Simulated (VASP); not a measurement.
Given:

```
CELL_PARAMETERS angstrom
      0.00000     2.83573     2.83573
      2.83573     0.00000     2.83573
      2.83573     2.83573     0.00000
ATOMIC_POSITIONS crystal
  Ge 0.00000 0.00000 0.00000
  Ge 0.25000 0.25000 0.25000
```

These are PBEsol GGA, VASP's PBE PAW potentials (set 64) (plane waves; VASP) values and carry that method's errors. Settings: 500 eV cut-off, 11×11×11 Γ-centred mesh, first-order Methfessel-Paxton smearing of 0.10 eV, potentials Ge_d.

Energy and stress use the plane-wave basis of the starting cell.

### Question
The ions, cell shape and volume at an external pressure of 5.0 GPa are relaxed. Give the cell that the relaxation ends in.

### Answer

```
CELL_PARAMETERS angstrom
      0.00000     2.77760     2.77760
      2.77760     0.00000     2.77760
      2.77760     2.77760     0.00000
ATOMIC_POSITIONS crystal
  Ge 0.00000 0.00000 0.00000
  Ge 0.25000 0.25000 0.25000
```
Space group Fd-3m (227), at a tolerance of 0.03 Å.

### Question
How do energy and volume change from the first to the last step?

### Answer
The energy (σ→0) changes by +20.0 meV/atom and the volume by -6.0 %, in 3 ionic steps.

The compound is Ge in the diamond structure. This run relaxes it under an external pressure of 5 GPa. Symmetry was kept, so distortions that lower it aren't found.
